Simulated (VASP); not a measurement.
Here is the system:

```
CELL_PARAMETERS angstrom
      3.15181     0.00000     0.00000
      0.00000     3.15181     0.00000
      0.00000     0.00000     3.15181
ATOMIC_POSITIONS crystal
  Pt 0.00000 0.00000 0.00000
  Ge 0.50000 0.50000 0.50000
```

All values below come from r2SCAN meta-GGA, VASP's PBE PAW potentials (set 64) (plane waves; VASP). Settings: 400 eV cut-off, 13×13×13 Γ-centred mesh, tetrahedra with Blöchl corrections, potentials Pt Ge_d.

Unless said otherwise, spin-orbit coupling is left out, though it shifts the bands of the heavy elements here.

### Question
Estimate the energy per atom (σ→0), band gap (over mesh and band path) with the smallest direct gap where there is one.

### Answer

```json
{
  "band gap (over mesh and band path)": "none (metal, semimetal or under 0.01 eV)",
  "energy per atom (σ→0)": "-32715 meV/atom"
}
```

The structure was generated: GePt was put into the CsCl type (Pm-3m), which need not be its known phase. It was relaxed first.
